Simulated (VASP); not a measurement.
Here is a VASP 6.6.1 calculation.

The input INCAR:

```
SYSTEM = Si6C
PREC     = Accurate       ! precision mode
ENCUT    = 600            ! plane-wave cutoff, eV
EDIFF    = 1E-6           ! SCF threshold, eV
ISMEAR   = 0              ! smearing method
SIGMA    = 0.1            ! smearing width, eV
LREAL    = .FALSE.        ! projectors in reciprocal space
LASPH    = .TRUE.         ! aspherical terms in the spheres
NELM     = 80             ! most SCF steps
ALGO     = Fast           ! electronic algorithm
ISIF     = 3              ! what is computed and relaxed
LWAVE    = .FALSE.        ! write WAVECAR
LCHARG   = .FALSE.        ! write CHGCAR
GGA      = PE             ! functional
IBRION   = 2              ! ionic algorithm
NSW      = 90             ! ionic steps
EDIFFG   = -0.04          ! ionic threshold
```

The input KPOINTS:

```
regular mesh
0
G
  4 4 4
  0 0 0
```

POSCAR

```
Si6C
1.0
    0.0000000000      3.7901598600      3.7901598600
    3.7901598600      0.0000000000      3.7901598600
    3.7901598600      3.7901598600      0.0000000000
Si C
6 1
Direct
    0.5000000000      0.5000000000      0.0000000000
    0.5000000000      0.0000000000      0.5000000000
    0.0000000000      0.0000000000      0.5000000000
    0.0000000000      0.5000000000      0.0000000000
    0.0000000000      0.5000000000      0.5000000000
    0.5000000000      0.0000000000      0.0000000000
    0.0000000000      0.0000000000      0.0000000000
```

Potentials or basis: VASP PAW PBE potentials, release 64 (Si, C).

Run with:

```console
$ cat potpaw_PBE.64/Si/POTCAR potpaw_PBE.64/C/POTCAR > POTCAR
$ mpirun -np 1 vasp_std > vasp.out
```

(1) Estimate the space group after relaxing (to 0.05 Å).

(2) What does it give for the relaxed cell?

(3) What does it give for the relaxed volume?

Answers

(1) Fm-3m (No. 225).

(2) a = 5.177 Å, b = 5.177 Å, c = 5.177 Å, α = 60.00°, β = 60.00°, γ = 60.00°.

(3) 14.02 Å³/atom.
